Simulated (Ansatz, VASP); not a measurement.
**Si (amorphous Si at 2.15 g/cm^3) in two plane-wave programs**

Aim: how closely do two programs agree when they are given the same cell, functional and k mesh? The cell is taken from a series of runs on this material, whose earlier steps may have relaxed, scaled, displaced or heated it; both programs get it as it stands.

Calculated with Ansatz 0.2.0; plane waves, with VASP 6.6.1 beside it; single point at PBE.

### Step 1. The starting structure

The cell holds 80 atoms: 80 Si. Its edges and angles: a = 12.011 Å, b = 12.011 Å, c = 12.011 Å, α = 90.0°, β = 90.0°, γ = 90.0°. As first built, before any earlier steps moved the atoms (in the runner's words): 80 atoms (80 Si) placed at random at 2.15 g/cm^3, melted at 2500 K for 10 ps at fixed volume with the modified Tersoff potential (Kumagai, Izumi, Hara and Sakai, Comput. Mater. Sci. 39, 457 (2007)). Quenched from 2500 K to 300 K at 10 K/ps and fixed volume, annealed at 800 K for 20 ps, held 5 ps, then minimised at fixed cell.

### Step 2. Ansatz: single point, PBE

Ansatz runs on its default PAW (the set named soft_2) files.

With cell and atoms fixed, the geometry can't cause a difference; cores, projectors, grids and the points listed under the comparison can.

input.yaml reads:

```yaml
crystal:
  lattice:
    - [12.0113, 0.0, 0.0]
    - [0.0, 12.0113, 0.0]
    - [0.0, 0.0, 12.0113]
  atoms:
    - { symbol: Si, position: [0.07581, 0.54959, 0.79198] }
    - { symbol: Si, position: [0.59459, 0.00698, 0.55856] }
    - { symbol: Si, position: [0.07508, 0.36585, 0.52724] }
    - { symbol: Si, position: [0.51156, 0.51127, 0.71465] }
    - { symbol: Si, position: [0.60619, 0.23332, 0.74898] }
    - { symbol: Si, position: [0.7601, 0.5103, 0.13939] }
    - { symbol: Si, position: [0.56078, 0.58446, 0.35077] }
    - { symbol: Si, position: [0.50866, 0.17905, 0.58084] }
    - { symbol: Si, position: [0.64254, 0.92298, 0.73037] }
    - { symbol: Si, position: [0.62928, 0.06947, 0.86409] }
    - { symbol: Si, position: [0.36054, 0.30648, 0.13829] }
    - { symbol: Si, position: [0.74347, 0.1868, 0.13952] }
    - { symbol: Si, position: [0.28308, 0.28003, 0.77201] }
    - { symbol: Si, position: [0.6211, 0.13114, 0.28227] }
    - { symbol: Si, position: [0.18737, 0.37344, 0.19598] }
    - { symbol: Si, position: [0.25267, 0.9847, 0.65] }
    - { symbol: Si, position: [0.05412, 0.14227, 0.02593] }
    - { symbol: Si, position: [0.49157, 0.86509, 0.47694] }
    - { symbol: Si, position: [0.35994, 0.82534, 0.61156] }
    - { symbol: Si, position: [0.67936, 0.48494, 0.61029] }
    - { symbol: Si, position: [0.01346, 0.99744, 0.43314] }
    - { symbol: Si, position: [0.49053, 0.39763, 0.01593] }
    - { symbol: Si, position: [0.8822, 0.14449, 0.44004] }
    - { symbol: Si, position: [0.07361, 0.94708, 0.06973] }
    - { symbol: Si, position: [0.21912, 0.23836, 0.44942] }
    - { symbol: Si, position: [0.72266, 0.03675, 0.41912] }
    - { symbol: Si, position: [0.09535, 0.85169, 0.8954] }
    - { symbol: Si, position: [0.03051, 0.6354, 0.08169] }
    - { symbol: Si, position: [0.53722, 0.26787, 0.40225] }
    - { symbol: Si, position: [0.15766, 0.66791, 0.93471] }
    - { symbol: Si, position: [0.32903, 0.71741, 0.024] }
    - { symbol: Si, position: [0.48871, 0.02515, 0.99654] }
    - { symbol: Si, position: [0.23539, 0.68938, 0.5502] }
    - { symbol: Si, position: [0.39137, 0.8746, 0.92094] }
    - { symbol: Si, position: [0.48895, 0.80472, 0.7682] }
    - { symbol: Si, position: [0.23611, 0.65616, 0.3468] }
    - { symbol: Si, position: [0.4872, 0.59776, 0.02184] }
    - { symbol: Si, position: [0.05702, 0.99319, 0.62755] }
    - { symbol: Si, position: [0.5501, 0.98453, 0.17552] }
    - { symbol: Si, position: [0.34483, 0.53025, 0.59704] }
    - { symbol: Si, position: [0.91271, 0.17983, 0.89974] }
    - { symbol: Si, position: [0.79616, 0.79395, 0.73171] }
    - { symbol: Si, position: [0.98654, 0.84457, 0.72937] }
    - { symbol: Si, position: [0.75395, 0.85527, 0.35273] }
    - { symbol: Si, position: [0.31383, 0.16737, 0.61233] }
    - { symbol: Si, position: [0.65664, 0.42851, 0.41872] }
    - { symbol: Si, position: [0.19216, 0.43289, 0.68225] }
    - { symbol: Si, position: [0.76422, 0.66414, 0.58482] }
    - { symbol: Si, position: [0.67388, 0.82917, 0.17868] }
    - { symbol: Si, position: [0.43787, 0.88118, 0.28673] }
    - { symbol: Si, position: [0.06568, 0.22079, 0.20517] }
    - { symbol: Si, position: [0.29561, 0.78534, 0.20754] }
    - { symbol: Si, position: [0.21104, 0.15355, 0.90769] }
    - { symbol: Si, position: [0.37952, 0.52702, 0.39833] }
    - { symbol: Si, position: [0.68343, 0.35146, 0.04587] }
    - { symbol: Si, position: [0.46506, 0.35081, 0.82306] }
    - { symbol: Si, position: [0.33286, 0.12475, 0.06313] }
    - { symbol: Si, position: [0.35892, 0.33889, 0.34148] }
    - { symbol: Si, position: [0.63593, 0.73421, 0.45354] }
    - { symbol: Si, position: [0.96193, 0.81011, 0.15478] }
    - { symbol: Si, position: [0.2411, 0.98491, 0.18362] }
    - { symbol: Si, position: [0.87806, 0.54853, 0.98056] }
    - { symbol: Si, position: [0.88271, 0.24453, 0.26855] }
    - { symbol: Si, position: [0.0647, 0.68493, 0.64718] }
    - { symbol: Si, position: [0.98521, 0.49604, 0.39843] }
    - { symbol: Si, position: [0.82342, 0.4275, 0.31003] }
    - { symbol: Si, position: [0.6111, 0.63895, 0.16817] }
    - { symbol: Si, position: [0.57359, 0.64553, 0.85052] }
    - { symbol: Si, position: [0.76688, 0.70022, 0.90019] }
    - { symbol: Si, position: [0.10338, 0.54481, 0.24887] }
    - { symbol: Si, position: [0.80311, 0.85709, 0.03517] }
    - { symbol: Si, position: [0.94307, 0.66473, 0.49185] }
    - { symbol: Si, position: [0.03074, 0.15702, 0.73588] }
    - { symbol: Si, position: [0.241, 0.97029, 0.84282] }
    - { symbol: Si, position: [0.15114, 0.09085, 0.32795] }
    - { symbol: Si, position: [0.78046, 0.05678, 0.98881] }
    - { symbol: Si, position: [0.77268, 0.34179, 0.70804] }
    - { symbol: Si, position: [0.82416, 0.36492, 0.89942] }
    - { symbol: Si, position: [0.94548, 0.82116, 0.36005] }
    - { symbol: Si, position: [0.92539, 0.25577, 0.60259] }
kpoints:
  mp_grid: { grid: [1, 1, 1] }
hamiltonian:
  xc: pbe
scf:
  occupations: { method: fermi_dirac, width: 0.025 }
output:
  forces: true
  stress: true
  populations: true
  dos:
    method: { smearing: { sigma: 0.08 } }
    de: 0.05
    projected: { site_lists: { Si: [Si] } }
  eigenvalues: true
  write_density: true
  write_potential: true
  volumetric_format: npy
```

Started as:

```
$ ansatz run input.yaml --threads 4 --pin off --max-ram 8192MiB --backend cpu --events-out ev --progress --plain --runs-dir out
```

Numbers of over 12 decimals in the logs are rounded to 6 here.

The program printed:

```text
Engine: ansatz 0.2.0, x86_64-unknown-linux-gnu
Pseudopotentials: kind: paw
Pseudopotential: Si, paw, valence charge 4, recommended cutoff 420 eV (normal), Si.paw.azcp
Functional definition: PBE
  parameter kappa = 0.804
  parameter beta = 0.066725
  exchange = pbe_x(kappa = kappa, mu = beta*pi^2/3)
  correlation = pbe_c(beta = beta)
Crystal: 80 atoms, lattice volume = 1732.886 Å³
Basis set: ecut = 420 eV, 33833 PW (Γ), exchange–correlation on 162×162×162 points (8 copies of the dense FFT grid, shifted against one another)
Bands: 240, of which v1, the nominal top of the filled ones, is band 160 counted from 1 (159 counted from 0)
Symmetry: 1 space group operations
Space group: P1 (ITA 1), of the structure as read, at distance tolerance 1.2e-4 Å
k-points: 1
Non-local potential: Si, projectors of the file, l = 0: 2, l = 1: 2, l = 2: 2
PAW form: soft (Blöchl's): semilocal exchange-correlation on the pseudo side does not see the compensation charge
PAW one-centre angular grid: Si, 110 points (default); XC on 64 Gauss nodes
Initial density: superposition of atomic densities (neutral atoms: chi_scale 0, normalization atom), corrected by the library's trained network
Initial wavefunctions: pseudopotential atomic-orbital guess
Functional: x = pbe(κ = 0.804, μ = 0.219515), c = pbe(β = 0.066725)
SCF iter   1: F=—  HF=-50850.903766 eV  |F-HF|=—  |Δ(HF+E_count)|=         —  Δρ=3.73e-3  dr2=1.23e0  ethr=1.77e-3  ⟨swp⟩=6.0  Hψ=1105  notcnv=0  defer=39
preconditioner: auto → Resta (q_TF=auto, 2.059 Å⁻¹)  ε∞=5.5  [insulator: Δε(μ)=0.547 eV  Ē_g=7.516 eV  σ=0.025 eV  W_gap=1.00  n_scr=250 (ndim 8)  ℏωp=16.0 eV  f_vac=0.005  D(μ)=0.00/eV (n_scr^D=0)  ε∞_Penn≈5.5]
SCF iter   2: F=—  HF=-50850.745646 eV  |F-HF|=—  |Δ(HF+E_count)|=   1.58e-1  Δρ=1.72e-3  dr2=8.81e-2  ethr=3.84e-4  ⟨swp⟩=3.0  Hψ=280  notcnv=0  defer=62
SCF iter   3: F=—  HF=-50850.740812 eV  |F-HF|=—  |Δ(HF+E_count)|=   4.83e-3  Δρ=8.52e-4  dr2=1.88e-2  ethr=2.75e-5  ⟨swp⟩=3.0  Hψ=316  notcnv=0  defer=70
SCF iter   4: F=—  HF=-50850.743899 eV  |F-HF|=—  |Δ(HF+E_count)|=   3.09e-3  Δρ=2.11e-4  dr2=2.46e-3  ethr=5.87e-6  ⟨swp⟩=3.0  Hψ=387  notcnv=0  defer=70
SCF iter   5: F=—  HF=-50850.744884 eV  |F-HF|=—  |Δ(HF+E_count)|=   9.85e-4  Δρ=7.94e-5  dr2=3.89e-4  ethr=7.68e-7  ⟨swp⟩=2.0  Hψ=255  notcnv=0  defer=70
SCF iter   6: F=—  HF=-50850.745218 eV  |F-HF|=—  |Δ(HF+E_count)|=   3.33e-4  Δρ=3.52e-5  dr2=1.20e-4  ethr=1.21e-7  ⟨swp⟩=2.0  Hψ=271  notcnv=0  defer=70
SCF iter   7: F=—  HF=-50850.745289 eV  |F-HF|=—  |Δ(HF+E_count)|=   7.11e-5  Δρ=1.28e-5  dr2=1.53e-5  ethr=3.74e-8  ⟨swp⟩=2.0  Hψ=265  notcnv=0  defer=70
SCF iter   8: F=—  HF=-50850.745621 eV  |F-HF|=—  |Δ(HF+E_count)|=   3.32e-4  Δρ=5.80e-6  dr2=1.84e-6  ethr=4.79e-9  ⟨swp⟩=2.0  Hψ=396  notcnv=0  defer=70
SCF iter   9: F=—  HF=-50850.745622 eV  |F-HF|=—  |Δ(HF+E_count)|=   1.46e-6  Δρ=1.94e-6  dr2=3.45e-7  ethr=5.76e-10  ⟨swp⟩=2.0  Hψ=306  notcnv=0  defer=70
SCF iter  10: F=-50850.745623 eV  HF=-50850.745623 eV  |F-HF|=2.29e-8  |Δ(HF+E_count)|=   1.96e-7  Δρ=8.76e-7  dr2=7.31e-8  ethr=3.13e-11  ⟨swp⟩=24.0  Hψ=2244  notcnv=0
SCF 1 converged in 10 iterations: F = -50850.745623 eV  dr2 = 7.31e-8
  greatest PAW one-centre occupation: 0.669 electrons in one spin orbital (limit 2), on the Si atom at site 0 (counted from 0), in its partial waves of l = 0
SCF converged after 10 iterations
Free energy (F): -50850.745623 eV
Harris-Foulkes:  -50850.745623 eV  (|F-HF|=2.29e-8)
Internal energy: -50850.743466 eV  (E = F + TS)
E sigma→0 (E₀):  -50850.744544 eV
Entropy (-TS):   -0.002157 eV (-0.027 meV/atom)
Fermi energy:    5.626604 eV
--- Per-component energies (eV) ---
  E_band       = 162.240886
  E_kinetic    = 3168.227123
  E_local      = -3034.647312  (includes V_loc(G=0)·N_el)
  E_nonlocal   = 2062.482960
  E_hartree    = 929.842912
  E_xc         = -4389.660583
  E_vxc        = -3705.073707  (∫ρ·V_xc dr)
  E_paw        = -41011.866059  (= ΣΔE_a)
  E_vpaw       = -188.435226  (= ΣTr[D̂ρ^β])
  E_aug_tail   = 0.000503  (compensation charges beyond the density's cutoff)
  E_ewald      = -8575.123011
  E_smearing   = -0.002157  (= −TS)
  E_closure    = -0.000000  (closes the sum)
  Σ components = -50850.745623   (vs F -50850.745623, Δ=0.00e0)
--- Forces (eV/Å), atoms counted from 1 ---
  atom   1  Si    -0.00077427     0.00259368     0.00077669
  atom   2  Si    -0.00089251    -0.00125560    -0.00097821
  atom   3  Si    -0.00164935    -0.00354732     0.00142849
  atom   4  Si    -0.00382964     0.00415236     0.00039767
  atom   5  Si     0.00167355     0.00206811     0.00065176
  atom   6  Si    -0.00246537    -0.00381443    -0.00286079
  atom   7  Si    -0.00125586     0.00102482     0.00014462
  atom   8  Si    -0.00332854    -0.00037824     0.00188790
  atom   9  Si     0.00207254    -0.00054694     0.00307738
  atom  10  Si     0.00020861    -0.00062916    -0.00203535
  atom  11  Si     0.00042069    -0.00268715    -0.00261588
  atom  12  Si    -0.00103028     0.00006800     0.00142211
  atom  13  Si     0.00118849    -0.00013761     0.00088100
  atom  14  Si    -0.00181760     0.00003549    -0.00023810
  atom  15  Si     0.00247696     0.00226462    -0.00041438
  atom  16  Si    -0.00043483    -0.00021995    -0.00003673
  atom  17  Si     0.00008278     0.00094495     0.00326478
  atom  18  Si     0.00127831    -0.00178547    -0.00234537
  atom  19  Si     0.00009501    -0.00117270    -0.00030403
  atom  20  Si    -0.00214694    -0.00224468     0.00135946
  atom  21  Si    -0.00141332    -0.00026810    -0.00051320
  atom  22  Si    -0.00195834    -0.00116363     0.00029085
  atom  23  Si     0.00124823    -0.00183602     0.00049511
  atom  24  Si    -0.00720688    -0.00127168    -0.00273395
[...]
atom  73  Si     0.00016420    -0.00152228     0.00178511
  atom  74  Si     0.00107427    -0.00046265    -0.00050956
  atom  75  Si    -0.00176107    -0.00163883    -0.00061125
  atom  76  Si     0.00318263     0.00169688    -0.00299355
  atom  77  Si     0.00500094     0.00127204     0.00122917
  atom  78  Si    -0.00294446    -0.00165343     0.00312112
  atom  79  Si     0.00233897     0.00145554    -0.00218635
  atom  80  Si    -0.00103870     0.00132053     0.00125955
  max |Σ_I F_I| component: 4.02e-5 eV/Å
--- Stress (GPa, compression-positive) ---
        0.017016       0.310824      -0.681130
        0.310824      -1.485842      -0.076032
       -0.681130      -0.076032      -2.784457
  P = ⅓ Tr σ = -1.4178 GPa (-14.178 kbar)
--- Band table (eV) ---
  k-point 0: bands = [... 156 lower, 4.8181, 4.8747, 5.2116, 5.4831, 5.7702, 5.9878, 6.1601, 6.3183, ... 76 higher]
--- Löwdin populations: 80 sites ---
  site symbol       q [e]
     0     Si      4.1380
     1     Si      3.9454
     2     Si      3.9621
     3     Si      3.9512
     4     Si      3.9347
     5     Si      3.9939
     6     Si      3.9703
     7     Si      3.9699
     8     Si      3.9552
     9     Si      3.9539
    10     Si      3.9409
    11     Si      3.9537
    12     Si      3.9404
    13     Si      3.9685
    14     Si      3.8521
    15     Si      3.9678
    16     Si      3.9371
    17     Si      3.9511
    18     Si      3.9356
    19     Si      3.9462
    20     Si      3.9603
    21     Si      3.9443
    22     Si      3.9834
    23     Si      3.9451
[...]
72     Si      4.0985
    73     Si      3.9416
    74     Si      3.9587
    75     Si      3.9468
    76     Si      3.9640
    77     Si      3.9329
    78     Si      3.9990
    79     Si      3.9336
  spilling = 0.010730 (of n_electrons = 320.000000)
```

### Step 3. VASP: single point, PBE

The same cell, functional, mesh and smearing now go to VASP, with its own data sets.

Lines of VASP's logs that name or quote its potential files are left out, and so is its time.

INCAR reads:

```
SYSTEM = Si
PREC = Accurate
ENCUT = 500
EDIFF = 1E-06
NELM = 120
ISMEAR = -1
SIGMA = 0.025
LREAL = Auto
ALGO = Normal
GGA = PE
NBANDS = 216
LORBIT = 11
LWAVE = .FALSE.
LCHARG = .FALSE.
ISIF = 2
LASPH = .TRUE.
GGA_COMPAT = .FALSE.
EFERMI = MIDGAP
NCORE = 2
```

POSCAR reads:

```
Si
1.0
   12.0113000000      0.0000000000      0.0000000000
    0.0000000000     12.0113000000      0.0000000000
    0.0000000000      0.0000000000     12.0113000000
Si
80
Direct
    0.0758100000      0.5495900000      0.7919800000
    0.5945900000      0.0069800000      0.5585600000
    0.0750800000      0.3658500000      0.5272400000
    0.5115600000      0.5112700000      0.7146500000
    0.6061900000      0.2333200000      0.7489800000
    0.7601000000      0.5103000000      0.1393900000
    0.5607800000      0.5844600000      0.3507700000
    0.5086600000      0.1790500000      0.5808400000
    0.6425400000      0.9229800000      0.7303700000
    0.6292800000      0.0694700000      0.8640900000
    0.3605400000      0.3064800000      0.1382900000
    0.7434700000      0.1868000000      0.1395200000
    0.2830800000      0.2800300000      0.7720100000
    0.6211000000      0.1311400000      0.2822700000
    0.1873700000      0.3734400000      0.1959800000
    0.2526700000      0.9847000000      0.6500000000
    0.0541200000      0.1422700000      0.0259300000
    0.4915700000      0.8650900000      0.4769400000
    0.3599400000      0.8253400000      0.6115600000
    0.6793600000      0.4849400000      0.6102900000
    0.0134600000      0.9974400000      0.4331400000
    0.4905300000      0.3976300000      0.0159300000
    0.8822000000      0.1444900000      0.4400400000
    0.0736100000      0.9470800000      0.0697300000
    0.2191200000      0.2383600000      0.4494200000
    0.7226600000      0.0367500000      0.4191200000
    0.0953500000      0.8516900000      0.8954000000
    0.0305100000      0.6354000000      0.0816900000
    0.5372200000      0.2678700000      0.4022500000
    0.1576600000      0.6679100000      0.9347100000
    0.3290300000      0.7174100000      0.0240000000
    0.4887100000      0.0251500000      0.9965400000
    0.2353900000      0.6893800000      0.5502000000
    0.3913700000      0.8746000000      0.9209400000
    0.4889500000      0.8047200000      0.7682000000
    0.2361100000      0.6561600000      0.3468000000
    0.4872000000      0.5977600000      0.0218400000
    0.0570200000      0.9931900000      0.6275500000
    0.5501000000      0.9845300000      0.1755200000
    0.3448300000      0.5302500000      0.5970400000
    0.9127100000      0.1798300000      0.8997400000
    0.7961600000      0.7939500000      0.7317100000
    0.9865400000      0.8445700000      0.7293700000
    0.7539500000      0.8552700000      0.3527300000
    0.3138300000      0.1673700000      0.6123300000
    0.6566400000      0.4285100000      0.4187200000
    0.1921600000      0.4328900000      0.6822500000
    0.7642200000      0.6641400000      0.5848200000
    0.6738800000      0.8291700000      0.1786800000
    0.4378700000      0.8811800000      0.2867300000
    0.0656800000      0.2207900000      0.2051700000
    0.2956100000      0.7853400000      0.2075400000
    0.2110400000      0.1535500000      0.9076900000
    0.3795200000      0.5270200000      0.3983300000
    0.6834300000      0.3514600000      0.0458700000
    0.4650600000      0.3508100000      0.8230600000
    0.3328600000      0.1247500000      0.0631300000
    0.3589200000      0.3388900000      0.3414800000
    0.6359300000      0.7342100000      0.4535400000
    0.9619300000      0.8101100000      0.1547800000
    0.2411000000      0.9849100000      0.1836200000
    0.8780600000      0.5485300000      0.9805600000
    0.8827100000      0.2445300000      0.2685500000
    0.0647000000      0.6849300000      0.6471800000
    0.9852100000      0.4960400000      0.3984300000
    0.8234200000      0.4275000000      0.3100300000
    0.6111000000      0.6389500000      0.1681700000
    0.5735900000      0.6455300000      0.8505200000
    0.7668800000      0.7002200000      0.9001900000
    0.1033800000      0.5448100000      0.2488700000
    0.8031100000      0.8570900000      0.0351700000
    0.9430700000      0.6647300000      0.4918500000
    0.0307400000      0.1570200000      0.7358800000
    0.2410000000      0.9702900000      0.8428200000
    0.1511400000      0.0908500000      0.3279500000
    0.7804600000      0.0567800000      0.9888100000
    0.7726800000      0.3417900000      0.7080400000
    0.8241600000      0.3649200000      0.8994200000
    0.9454800000      0.8211600000      0.3600500000
    0.9253900000      0.2557700000      0.6025900000
```

KPOINTS reads:

```
Automatic mesh
0
Gamma
1 1 1
0 0 0
```

Potentials, in the order of the species: Si (PBE family, release 64).

Started as:

```
$ mpirun -np 8 vasp_gam
```

The program printed:

```text
[banner, memory and clock lines left out]
running    8 mpi-ranks, on    1 nodes
[...]
LDA part: xc-table for (Slater+PW92), standard interpolation
 POSCAR, INCAR and KPOINTS ok, starting setup
[...]
entering main loop
       N       E                     dE             d eps       ncg     rms          rms(c)
DAV:   1     0.151164073519E+04    0.15116E+04   -0.13413E+05   432   0.126E+03
DAV:   2    -0.242021341312E+03   -0.17537E+04   -0.16254E+04   552   0.206E+02
DAV:   3    -0.422359100229E+03   -0.18034E+03   -0.17613E+03   544   0.596E+01
DAV:   4    -0.428039310666E+03   -0.56802E+01   -0.56393E+01   536   0.127E+01
[...]
DAV:  16    -0.419904044200E+03   -0.27563E-05   -0.39193E-06   464   0.390E-03    0.377E-03
DAV:  17    -0.419904046085E+03   -0.18845E-05   -0.33263E-06   408   0.319E-03    0.240E-03
DAV:  18    -0.419904046440E+03   -0.35457E-06   -0.41718E-07   304   0.127E-03
   1 F= -.41990405E+03 E0= -.41990298E+03  d E =-.213533E-02
```

From OUTCAR (step 3):

```text
  FREE ENERGIE OF THE ION-ELECTRON SYSTEM (eV)
  ---------------------------------------------------
  free  energy   TOTEN  =      -419.9040464396 eV

  energy  without entropy=     -419.9019111083  energy(sigma->0) =     -419.90297877
```

The run ends at a pressure of -1.49 GPa, with forces up to 0.012 eV/Å.

### Step 4. Side by side

Known differences besides the potentials themselves: the cutoff is 420 eV in Ansatz and 500 eV in VASP (PREC = Accurate, projectors in real space). Total energies have different zeros and are not compared.

The two programs side by side:

| quantity | Ansatz | VASP | difference |
| --- | --- | --- | --- |
| pressure (GPa) | -1.42 | -1.49 | +0.07 |
| gap on the k mesh (eV) | 0.287 | 0.288 | -0.001 |

At this near-relaxed geometry the largest component of a force difference is 9 meV/Å. A gap on the mesh is an upper bound, since the band edges may lie between its points.

### Step 5. Summary of results

```
difference in gap on the k mesh (single point, PBE) : -5.9e-4 eV
```

What this shows: The difference in gap on the k mesh is -5.9e-4 eV (single point, PBE), within the 0.08 eV picked in this series as the mark of a large difference. How closely two codes agree says nothing of how well the functional describes the real material.

[Lines on the potential files, build, host, timing and source positions are cut from VASP's logs without a mark.]

[Logs are printed without paths, hosts, clocks, repeated set-up lines and the standing remarks that a program may print on its own settings, such as how far it seeks lower states.]

[Hosts, paths, dates, database ids (printed as entryN), source tags and the programs' standing remarks are cut or masked in the printed files.]
